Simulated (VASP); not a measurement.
Level of theory: PBE GGA, VASP's PBE PAW potentials (set 64) (plane waves; VASP).

The input files of a VASP run:

### POSCAR
```
Cd
1.0
  1.4721037801  -2.5497592413   0.0000000000
  1.4721037801   2.5497592413   0.0000000000
  0.0000000000   0.0000000000   4.9677943355
Cd
2
Cartesian
  1.4721037801   0.8499214469   1.2419485839
  1.4721037801  -0.8499214469   3.7258457516
```

**KPOINTS**
```
Automatic mesh
0
Gamma
14 14 6
0 0 0
```

**INCAR**
```
ALGO  =  Normal
EDIFF  =  1E-7
EDIFFG  =  -0.01
ENCUT  =  480
GGA  =  PE
IBRION  =  2
ISIF  =  3
ISMEAR  =  1
LASPH  =  .TRUE.
LCHARG  =  .FALSE.
LMAXMIX  =  4
LREAL  =  .FALSE.
LWAVE  =  .FALSE.
NELM  =  100
NSW  =  40
PREC  =  Accurate
PSTRESS  =  150
SIGMA  =  0.1
SYSTEM  =  Cd
```

POTCAR, in this order: Cd (PBE.64 set). Program: vasp_std.

Output of the run:

OSZICAR:
```
       N       E                     dE             d eps       ncg     rms          rms(c)
DAV:   1     0.162337583720E+03    0.16234E+03   -0.13211E+04  3072   0.147E+03
DAV:   2     0.172359609687E+01   -0.16061E+03   -0.15788E+03  3136   0.372E+02
DAV:   3    -0.131534949981E+01   -0.30389E+01   -0.30361E+01  3808   0.613E+01
DAV:   4    -0.131870319561E+01   -0.33537E-02   -0.33536E-02  3584   0.176E+00
DAV:   5    -0.131871179333E+01   -0.85977E-05   -0.85980E-05  3880   0.880E-02    0.674E+00
DAV:   6    -0.118548240523E+01    0.13323E+00   -0.34867E-01  3312   0.828E+00    0.496E+00
DAV:   7    -0.117527182326E+01    0.10211E-01   -0.49013E-02  3768   0.257E+00    0.181E+00
DAV:   8    -0.117445498504E+01    0.81684E-03   -0.59034E-03  3360   0.114E+00    0.111E-01
DAV:   9    -0.117447433171E+01   -0.19347E-04   -0.15062E-05  3976   0.470E-02    0.542E-02
DAV:  10    -0.117451247206E+01   -0.38140E-04   -0.29145E-05  3448   0.604E-02    0.439E-03
DAV:  11    -0.117451214707E+01    0.32499E-06   -0.35066E-07  3824   0.808E-03    0.164E-03
DAV:  12    -0.117451193019E+01    0.21688E-06   -0.10739E-08  2112   0.108E-03    0.111E-03
DAV:  13    -0.117451194079E+01   -0.10602E-07   -0.17701E-09  1992   0.502E-04
   1 F= 0.23169867E+01 E0= 0.23173548E+01  d E =0.231699E+01
```

**OUTCAR**
```
------------------------ aborting loop because EDIFF is reached ----------------------------------------
  FORCE on cell =-STRESS in cart. coord.  units (eV):
  Direction    XX          YY          ZZ          XY          YZ          ZX
  --------------------------------------------------------------------------------------
  Total        3.4948233      3.4948252      3.4917526      0.0000000     -0.0000000      0.0000000
  in kB      150.1428286    150.1429111    150.0109067      0.0000000     -0.0000000      0.0000000
  external PRESSURE =       0.0988821 kB  Pullay stress =     150.0000000 kB
  volume of cell :       37.29
      direct lattice vectors                 reciprocal lattice vectors
     1.472103780 -2.549759241  0.000000000     0.339649967 -0.196096946  0.000000000
     1.472103780  2.549759241  0.000000000     0.339649967  0.196096946  0.000000000
     0.000000000  0.000000000  4.967794335     0.000000000  0.000000000  0.201296578
 POSITION                                       TOTAL-FORCE (eV/Angst)
 -----------------------------------------------------------------------------------
      1.47210      0.84992      1.24195         0.000000      0.000000      0.000000
      1.47210     -0.84992      3.72585        -0.000000     -0.000000      0.000000
 -----------------------------------------------------------------------------------
    total drift:                               -0.000000      0.000174      0.000002
  FREE ENERGIE OF THE ION-ELECTRON SYSTEM (eV)
  ---------------------------------------------------
  free  energy   TOTEN  =        -1.1745119408 eV

  energy  without entropy=       -1.1734076679  energy(sigma->0) =       -1.17414385
  enthalpy is  TOTEN    =         2.3169867430 eV   P V=        3.4914986838

 reached required accuracy - stopping structural energy minimisation
```
(Selected blocks of OUTCAR.)

The compound is Cd in the hcp structure. It was relaxed first under an external pressure of 15 GPa.
